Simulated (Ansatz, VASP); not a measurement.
**SiTe2 in two plane-wave programs**

Wanted: the spread between two codes on one cell, functional and k mesh. The cell is generated by rule, not measured, and may not be a known phase. The cell is taken from a series of VASP runs on this material, whose earlier steps may have relaxed, scaled or displaced it; both programs get it as it stands.

Program: Ansatz 0.2.0. Level of theory: plane waves, with VASP 6.6.1 beside it; band structure at PBEsol and band structure at PBEsol, spin-orbit coupling. Results are calculated unless marked as measured.

The structure was built from a prototype and need not be the compound's stable phase.

### 1. Set-up

Symmetry: Fm-3m, No. 225, cubic system. The conventional cell has a = 6.269 Å, b = 6.269 Å, c = 6.269 Å, α = 90.00°, β = 90.00°, γ = 90.00°. Nearest to Si lie 8 Te at 2.71 Å. Nearest to Te lie 4 Si at 2.71 Å and 6 Te at 3.13 Å. Farther neighbours and most contacts between anions are not listed.

Structure file:

```xyz
3
Lattice="0.0000 3.1343 3.1343 3.1343 0.0000 3.1343 3.1343 3.1343 0.0000" Properties=species:S:1:pos:R:3 pbc="T T T"
Si    0.0000    0.0000    0.0000
Te    1.5672    1.5672    1.5672
Te    4.7015    4.7015    4.7015
```

### 2. VASP: band structure, PBEsol

With cell and atoms fixed, the geometry can't cause a difference; cores, projectors, grids and the points listed under the comparison can.

Lines of VASP's logs that name or quote its potential files are left out, and so is its time.

Input file INCAR:

```
SYSTEM = SiTe2
PREC = Accurate
ENCUT = 400
EDIFF = 1E-06
NELM = 100
ISMEAR = 0
SIGMA = 0.02
LREAL = .FALSE.
ALGO = Normal
GGA = PS
NBANDS = 21
LORBIT = 11
LWAVE = .FALSE.
LCHARG = .FALSE.
KPAR = 4
ISIF = 2
```

Input file POSCAR:

```
SiTe2
1.0
    0.0000000000      3.1343200000      3.1343200000
    3.1343200000      0.0000000000      3.1343200000
    3.1343200000      3.1343200000      0.0000000000
Si Te
1 2
Direct
    0.0000000000      0.0000000000      0.0000000000
    0.2500000000      0.2500000000      0.2500000000
    0.7500000000      0.7500000000      0.7500000000
```

Input file KPOINTS:

```
Automatic mesh
0
Gamma
12 12 12
0 0 0
```

Input file KPOINTS_OPT:

```
Line mode
24
Line-mode
Reciprocal
  0.00000000   0.00000000   0.00000000 GAMMA
  0.50000000   0.00000000   0.50000000 X

  0.50000000   0.00000000   0.50000000 X
  0.50000000   0.25000000   0.75000000 W

  0.50000000   0.25000000   0.75000000 W
  0.37500000   0.37500000   0.75000000 K

  0.37500000   0.37500000   0.75000000 K
  0.00000000   0.00000000   0.00000000 GAMMA

  0.00000000   0.00000000   0.00000000 GAMMA
  0.50000000   0.50000000   0.50000000 L

  0.50000000   0.50000000   0.50000000 L
  0.62500000   0.25000000   0.62500000 U

  0.62500000   0.25000000   0.62500000 U
  0.50000000   0.25000000   0.75000000 W

  0.50000000   0.25000000   0.75000000 W
  0.50000000   0.50000000   0.50000000 L

  0.50000000   0.50000000   0.50000000 L
  0.37500000   0.37500000   0.75000000 K

  0.62500000   0.25000000   0.62500000 U
  0.50000000   0.00000000   0.50000000 X
```

Potentials, in the order of the species: Si and Te (PBE family, release 64).

The run is started by

```console
$ mpirun -np 4 vasp_std
```

Numbers of over 12 decimals in the logs are rounded to 6 here.

Log:

```text
[banner, memory and clock lines left out]
running    4 mpi-ranks, on    1 nodes
 distrk:  each k-point on    1 cores,    4 groups
 distr:  one band on    1 cores,    1 groups

 POSCAR found type information on POSCAR SiTe
 POSCAR found :  2 types and       3 ions
|                                                                             |
|               ----> ADVICE to this user running VASP <----                  |
|                                                                             |
|     You enforced a specific xc type in the INCAR file but a different       |
|     [... a line on the potential file left out ...]
|     I HOPE YOU KNOW WHAT YOU ARE DOING!                                     |
|                                                                             |

 LDA part: xc-table for (Slater+PW92), standard interpolation
 POSCAR, INCAR and KPOINTS ok, starting setup
 FFT: planning ... GRIDC
 FFT: planning ... GRID_SOFT
 FFT: planning ... GRID
 WAVECAR not read
 entering main loop
       N       E                     dE             d eps       ncg     rms          rms(c)
DAV:   1     0.430976035254E+02    0.43098E+02   -0.48937E+03  3024   0.504E+02
DAV:   2    -0.823364830075E+01   -0.51331E+02   -0.47806E+02  3957   0.104E+02
DAV:   3    -0.106547984795E+02   -0.24212E+01   -0.23820E+01  3810   0.211E+01
DAV:   4    -0.106835682571E+02   -0.28770E-01   -0.28763E-01  3602   0.273E+00
DAV:   5    -0.106841138218E+02   -0.54556E-03   -0.54556E-03  3932   0.391E-01    0.170E+01
DAV:   6    -0.105450897818E+02    0.13902E+00   -0.74927E-02  3629   0.145E+00    0.100E+01
DAV:   7    -0.105194137563E+02    0.25676E-01   -0.59636E-02  3937   0.110E+00    0.160E+00
DAV:   8    -0.105164295390E+02    0.29842E-02   -0.89040E-03  3422   0.484E-01    0.340E-01
DAV:   9    -0.105163493640E+02    0.80175E-04   -0.55051E-04  3783   0.102E-01    0.139E-01
DAV:  10    -0.105163441575E+02    0.52064E-05   -0.93931E-06  3647   0.161E-02    0.359E-02
DAV:  11    -0.105163441077E+02    0.49850E-07   -0.62703E-07  2994   0.422E-03
   1 F= -.10516344E+02 E0= -.10516112E+02  d E =-.465117E-03
 Start KPOINTS_OPT (optional k-point list driver)
k-point batch [1-72\240]
       N       E                     dE             ncg
DAV:   1     0.871511005687E+04   -0.18814E+05     3024
DAV:   2     0.510710605367E+04   -0.36080E+04     3917
DAV:   3     0.493626293047E+04   -0.17084E+03     3841
DAV:   4     0.493428304834E+04   -0.19799E+01     3560
DAV:   5     0.493424555832E+04   -0.37490E-01     3834
DAV:   6     0.493424455187E+04   -0.10065E-02     3737
DAV:   7     0.493424452163E+04   -0.30233E-04     3863
DAV:   8     0.493424452090E+04   -0.73874E-06     2480
[...]
k-point batch [217-240\240]
       N       E                     dE             ncg
DAV:   1     0.239402932021E+05   -0.80330E+04     1008
DAV:   2     0.227244630202E+05   -0.12158E+04     1323
DAV:   3     0.226661161080E+05   -0.58347E+02     1179
DAV:   4     0.226654403715E+05   -0.67574E+00     1173
DAV:   5     0.226654281991E+05   -0.12172E-01     1318
DAV:   6     0.226654278738E+05   -0.32537E-03     1153
DAV:   7     0.226654278638E+05   -0.99233E-05     1380
DAV:   8     0.226654278636E+05   -0.24933E-06      724
```

Parts of OUTCAR (step 2):

```text
ion  position               nearest neighbor table
   1  0.000  0.000  0.000-   3 2.71   3 2.71   3 2.71   2 2.71   3 2.71   2 2.71   2 2.71   2 2.71

  LATTYP: Found a face centered cubic cell.
 ALAT       =     6.2686400000

 Subroutine GETGRP returns: Found 48 space group operations
 (whereof 48 operations were pure point group operations)

The static configuration has the point symmetry O_h .

 Found     72 irreducible k-points:

   k-points           NKPTS =     72   k-points in BZ     NKDIM =     72   number of bands    NBANDS=     21

   dimension x,y,z NGX =    30 NGY =   30 NGZ =   30
   dimension x,y,z NGXF=    60 NGYF=   60 NGZF=   60

   ENCUT  =  400.0 eV  29.40 Ry    5.42 a.u.   7.23  7.23  7.23*2*pi/ulx,y,z

   NELECT =      16.0000    total number of electrons

 k-points in reciprocal lattice and weights: Automatic mesh
   0.00000000  0.00000000  0.00000000       0.001
   0.08333333  0.00000000  0.00000000       0.005
   0.16666667  0.00000000  0.00000000       0.005
   0.25000000  0.00000000  0.00000000       0.005
   0.33333333  0.00000000  0.00000000       0.005
   0.41666667  0.00000000  0.00000000       0.005
   0.50000000  0.00000000  0.00000000       0.002
   0.08333333  0.08333333  0.00000000       0.003
   0.16666667  0.08333333  0.00000000       0.014
[...]
-0.33333333  0.50000000  0.16666667       0.007
  -0.25000000  0.50000000  0.25000000       0.003

 average (electrostatic) potential at core
       1 -79.0981       2 -84.3940       3 -84.3940

 E-fermi :  10.7106

 k-point     1 :       0.0000    0.0000    0.0000
  band No.  band energies     occupation
    ...
      5       5.9250      2.00000
      6       7.4910      2.00000
      7       7.8133      2.00000
      8       7.8133      2.00000
      9       7.8133      2.00000
     10      11.9512      0.00000
     11      11.9512      0.00000
     12      11.9512      0.00000
     13      14.0422      0.00000
     14      14.0422      0.00000
    ...

 k-point     2 :       0.0833    0.0000    0.0000
  band No.  band energies     occupation
    ...
      5       5.8717      2.00000
      6       6.9023      2.00000
      7       7.8386      2.00000
      8       7.8386      2.00000
      9       8.9916      2.00000
     10      11.7586      0.00000
     11      11.7586      0.00000
     12      11.8874      0.00000
     13      14.5392      0.00000
     14      14.5392      0.00000
    ...

 k-point     3 :       0.1667    0.0000    0.0000
  band No.  band energies     occupation
    ...
      5       5.7554      2.00000
      6       7.0160      2.00000
      7       7.8213      2.00000
      8       7.8213      2.00000
      9      10.3647      2.00000
     10      11.6184      0.00000
     11      11.6184      0.00000
     12      11.9973      0.00000
     13      15.6301      0.00000
     14      15.6301      0.00000
    ...

  Total        9.4383050      9.4383050      9.4383050      0.0000000     -0.0000000      0.0000000
  in kB      245.5526313    245.5526313    245.5526313      0.0000000     -0.0000000      0.0000000
  external PRESSURE =     245.5526313 kB  Pullay stress =       0.0000000 kB

  energy-cutoff  :      400.00
  volume of cell :       61.58
      direct lattice vectors                 reciprocal lattice vectors
     0.000000000  3.134320000  3.134320000    -0.159524235  0.159524235  0.159524235
     3.134320000  0.000000000  3.134320000     0.159524235 -0.159524235  0.159524235
     3.134320000  3.134320000  0.000000000     0.159524235  0.159524235 -0.159524235

 POSITION                                       TOTAL-FORCE (eV/Angst)
 -----------------------------------------------------------------------------------
      0.00000      0.00000      0.00000         0.000000      0.000000     -0.000000
      1.56716      1.56716      1.56716         0.000000     -0.000000      0.000000
      4.70148      4.70148      4.70148        -0.000000      0.000000     -0.000000
 -----------------------------------------------------------------------------------
    total drift:                               -0.000000      0.000000      0.000000

  FREE ENERGIE OF THE ION-ELECTRON SYSTEM (eV)
  ---------------------------------------------------
  free  energy   TOTEN  =       -10.5163441077 eV

  energy  without entropy=      -10.5158789909  energy(sigma->0) =      -10.51611155

 total charge
# of ion       s       p       d       tot
------------------------------------------
    1        0.906   0.705   0.000   1.611
    2        1.436   1.886   0.118   3.440
    3        1.436   1.886   0.118   3.440
--------------------------------------------------
tot          3.778   4.477   0.235   8.490

[... 3 further parts left out ...]
```

The run ends at a pressure of 24.56 GPa.

### 3. Ansatz: band structure, PBEsol

Ansatz runs on its default PAW (the set named soft_2) files.

The same cell, functional, mesh and smearing now go to Ansatz, which takes its cutoff from its data sets.

Input file input.yaml:

```yaml
crystal:
  lattice:
    - [0.0, 3.13432, 3.13432]
    - [3.13432, 0.0, 3.13432]
    - [3.13432, 3.13432, 0.0]
  atoms:
    - { symbol: Si, position: [0.0, 0.0, 0.0] }
    - { symbol: Te, position: [0.25, 0.25, 0.25] }
    - { symbol: Te, position: [0.75, 0.75, 0.75] }
hamiltonian:
  xc: pbesol
  pseudopotentials: { kind: paw }
kpoints:
  mp_grid: { grid: [12, 12, 12] }
  band_path:
    path:
      - [0.0, 0.0, 0.0]
      - [0.17391, 0.0, 0.17391]
      - [0.34783, 0.0, 0.34783]
      - [0.5, 0.0, 0.5]
      - [0.5, 0.08696, 0.58696]
      - [0.5, 0.18478, 0.68478]
      - [0.49457, 0.25543, 0.75]
      - [0.45109, 0.29891, 0.75]
      - [0.40761, 0.34239, 0.75]
      - [0.34239, 0.34239, 0.68478]
      - [0.21196, 0.21196, 0.42391]
      - [0.08152, 0.08152, 0.16304]
      - [0.04348, 0.04348, 0.04348]
      - [0.23913, 0.23913, 0.23913]
      - [0.41304, 0.41304, 0.41304]
      - [0.5163, 0.46739, 0.5163]
      - [0.55978, 0.38043, 0.55978]
      - [0.6087, 0.28261, 0.6087]
      - [0.60326, 0.25, 0.64674]
      - [0.55978, 0.25, 0.69022]
      - [0.5163, 0.25, 0.7337]
      - [0.5, 0.30435, 0.69565]
      - [0.5, 0.3913, 0.6087]
      - [0.5, 0.47826, 0.52174]
      - [0.47283, 0.47283, 0.55435]
      - [0.42391, 0.42391, 0.65217]
      - [0.38043, 0.38043, 0.73913]
      - [0.59239, 0.18478, 0.59239]
      - [0.54891, 0.09783, 0.54891]
      - [0.5, 0.0, 0.5]
    npoints: 1
scf:
  occupations: { method: gaussian, width: 0.02 }
  n_extra_bands: 7
output:
  forces: true
  stress: true
  eigenvalues: true
  write_density: true
  write_potential: true
  elf: true
  volumetric_format: npy
```

The run is started by

```console
$ ansatz run input.yaml --threads 2 --pin off --max-ram 4608MiB --backend cpu --events-out ev --progress --plain --runs-dir out
```

Log:

```text
scf.n_extra_bands = 7 over 18 filled bands (N_el = 36.0): the run solves 25 bands
Engine: ansatz 0.2.0, aarch64-unknown-linux-gnu
Pseudopotentials: kind: paw
Pseudopotential: Si, paw, valence charge 4, recommended cutoff 420 eV (normal), Si.paw.azcp
Pseudopotential: Te, paw, valence charge 16, recommended cutoff 420 eV (normal), Te.paw.azcp
Functional definition: PBEsol
  exchange = pbesol_x
  correlation = pbesol_c
Crystal: 3 atoms, lattice volume = 61.583 Å³
Basis set: ecut = 420 eV, 1243 PW (Γ), exchange–correlation on 60×60×60 points (8 copies of the dense FFT grid, shifted against one another)
Bands: 25, of which v1, the nominal top of the filled ones, is band 18 counted from 1 (17 counted from 0)
Symmetry: 48 space group operations
Space group: Fm-3m (ITA 225), of the structure as read, at distance tolerance 3.9e-5 Å
k-points: 72 of 1728
Non-local potential: Si, projectors of the file, l = 0: 2, l = 1: 2, l = 2: 2
Non-local potential: Te, projectors of the file, l = 0: 2, l = 1: 2, l = 2: 2, l = 3: 2
PAW form: soft (Blöchl's): semilocal exchange-correlation on the pseudo side does not see the compensation charge
PAW frozen core: Si, regenerated for the run's functional, and the local potential with it (the file was generated under x = pbe(κ = 0.804, μ = 0.219515), c = pbe(β = 0.066725))
PAW frozen core: Te, regenerated for the run's functional, and the local potential with it (the file was generated under x = pbe(κ = 0.804, μ = 0.219515), c = pbe(β = 0.066725))
PAW one-centre angular grid: Si, 110 points (default); XC on 64 Gauss nodes
PAW one-centre angular grid: Te, 590 points (default); XC on 64 Gauss nodes
Initial density: superposition of atomic densities (neutral atoms: chi_scale 0, normalization atom), corrected by the library's trained network
Initial wavefunctions: pseudopotential atomic-orbital guess
Functional: x = pbesol(κ = 0.804, μ = 0.123457), c = pbesol(β = 0.046)
SCF iter   1: F=—  HF=-14422.253246 eV  |F-HF|=—  |Δ(HF+E_count)|=         —  Δρ=2.73e-3  dr2=5.44e-3  ethr=1.77e-3  ⟨swp⟩=6.8  Hψ=9337  notcnv=0  defer=1
preconditioner: auto → none  [insulator: Δε(μ)=0.053 eV  Ē_g=10.980 eV  σ=0.020 eV  W_gap=0.67  n_scr=14 (ndim 8)  ℏωp=18.9 eV  f_vac=0.005  D(μ)=2.47/eV (n_scr^D=14)  ε∞_Penn≈4.0]
SCF iter   2: F=—  HF=-14422.250231 eV  |F-HF|=—  |Δ(HF+E_count)|=   3.02e-3  Δρ=1.29e-3  dr2=9.17e-4  ethr=1.51e-5  ⟨swp⟩=2.4  Hψ=3172  notcnv=0  defer=141
SCF iter   3: F=—  HF=-14422.250191 eV  |F-HF|=—  |Δ(HF+E_count)|=   4.02e-5  Δρ=3.44e-4  dr2=5.95e-5  ethr=2.55e-6  ⟨swp⟩=2.0  Hψ=3317  notcnv=0  defer=141
SCF iter   4: F=—  HF=-14422.250146 eV  |F-HF|=—  |Δ(HF+E_count)|=   4.47e-5  Δρ=1.21e-4  dr2=4.97e-6  ethr=1.65e-7  ⟨swp⟩=2.0  Hψ=2949  notcnv=0  defer=141
iter 5 did not close the SCF: its close was put off for the readings that it lacked (scf_convergence_deferred on its scf_iter line)
SCF iter   5: F=-14422.250146 eV  HF=-14422.250146 eV  |F-HF|=4.60e-9  |Δ(HF+E_count)|=   2.17e-7  Δρ=8.12e-6  dr2=2.66e-8  ethr=1.38e-8  ⟨swp⟩=2.0  Hψ=2936  notcnv=0  defer=141
SCF iter   6: F=-14422.250146 eV  HF=-14422.250146 eV  |F-HF|=1.43e-9  |Δ(HF+E_count)|=   3.80e-9  Δρ=1.43e-6  dr2=1.20e-9  ethr=7.39e-11  ⟨swp⟩=10.1  Hψ=11708  notcnv=0
SCF 1 converged in 6 iterations: F = -14422.250146 eV  dr2 = 1.20e-9
  greatest PAW one-centre occupation: 0.999 electrons in one spin orbital (limit 2), on the Te atom at site 2 (counted from 0), in its partial waves of l = 2
NSCF: frozen V_eff on 30 k-points
SCF converged after 6 iterations
Free energy (F): -14422.250146 eV
Harris-Foulkes:  -14422.250146 eV  (|F-HF|=1.43e-9)
Internal energy: -14422.249723 eV  (E = F + TS)
E sigma→0 (E₀):  -14422.249934 eV
Entropy (-TS):   -0.000422 eV (-0.141 meV/atom)
Fermi energy:    13.925573 eV
--- Per-component energies (eV) ---
  E_band       = -356.630615
  E_kinetic    = 415.136509
  E_local      = -2075.589207  (includes V_loc(G=0)·N_el)
  E_nonlocal   = -588.516967
  E_hartree    = 1459.170290
  E_xc         = -308.706172
  E_vxc        = -264.527779  (∫ρ·V_xc dr)
  E_paw        = -9667.500940  (= ΣΔE_a)
  E_vpaw       = -761.475809  (= ΣTr[D̂ρ^β])
  E_aug_tail   = -0.000425  (compensation charges beyond the density's cutoff)
  E_ewald      = -3657.024002
  E_core_change = 0.781191  (= ΣΔE_core)
  E_smearing   = -0.000422  (= −TS)
  E_closure    = 0.000000  (closes the sum)
  Σ components = -14422.250146   (vs F -14422.250146, Δ=0.00e0)
--- Forces (eV/Å), atoms counted from 1 ---
  atom   1  Si    -0.00000000     0.00000000    -0.00000000
  atom   2  Te     0.00000000     0.00000000     0.00000000
  atom   3  Te    -0.00000000    -0.00000000     0.00000000
  max |Σ_I F_I| component: 1.16e-17 eV/Å
--- Stress (GPa, compression-positive) ---
       24.257919       0.000000       0.000000
       -0.000000      24.257919      -0.000000
       -0.000000       0.000000      24.257919
  P = ⅓ Tr σ = 24.2579 GPa (242.579 kbar)
--- Band table (eV; the first three rows and the last of 72) ---
  k-point 0: bands = [... 14 lower, 9.1447, 10.7004, 11.0352, 11.0352, 11.0352, 15.1712, 15.1712, 15.1712, ... 3 higher]
  k-point 1: bands = [... 14 lower, 9.0919, 10.1155, 11.0597, 11.0597, 12.2076, 14.9809, 14.9809, 15.1077, ... 3 higher]
  k-point 2: bands = [... 14 lower, 8.9768, 10.2270, 11.0413, 11.0413, 13.5790, 14.8429, 14.8429, 15.2185, ... 3 higher]
  k-point 71: bands = [... 14 lower, 10.0556, 10.0556, 12.7670, 14.5512, 15.4189, 16.3370, 18.2842, 18.2842, ... 3 higher]
```

Elapsed: 9.2 s, on 2 threads of Arm Neoverse N1, shared host; peak memory 0.36 GiB; 15 s of CPU time.

The column dr2 measures how far the density is from self-consistency, as an energy; F and HF (Harris–Foulkes) agree once it is small.

### 4. Side by side

Known differences besides the potentials themselves: the data sets hold 36 valence electrons in Ansatz (default PAW (the set named soft_2) files) and 16 in VASP; the cutoff is 420 eV in Ansatz and 400 eV in VASP; Ansatz makes its cores anew for this functional, VASP keeps those of its PBE data sets; VASP leaves aspherical gradient terms in its spheres out (LASPH is not set), Ansatz keeps them. Total energies have different zeros and are not compared.

Both answers:

| quantity | Ansatz | VASP | difference |
| --- | --- | --- | --- |
| pressure (GPa) | 24.26 | 24.56 | -0.30 |

Levels from 3 eV below to 2 eV above the Fermi level differ by 7 meV r.m.s. and 13 meV at most; each VASP level is matched to the nearest of Ansatz, which flatters the figure a little.

### 5. Further runs

Further runs change the set-up of one program: Ansatz's method, potentials or start, or VASP's data sets, cutoff or form of LDA. The table gives Ansatz less VASP for each quantity, since a change that brings one quantity closer may part another.

| run | pressure (GPa) |
| --- | --- |
| as above | -0.30 |
| Ansatz's all-electron LAPW method | -0.28 |

(Part 1 of 2 ends here.)

[Lines on the potential files, build, host, timing and source positions are cut from VASP's logs without a mark.]

[Logs are printed without paths, hosts, clocks, repeated set-up lines and the standing remarks that a program may print on its own settings, such as how far it seeks lower states.]

[Hosts, paths, dates, database ids (printed as entryN), source tags and the programs' standing remarks are cut or masked in the printed files.]
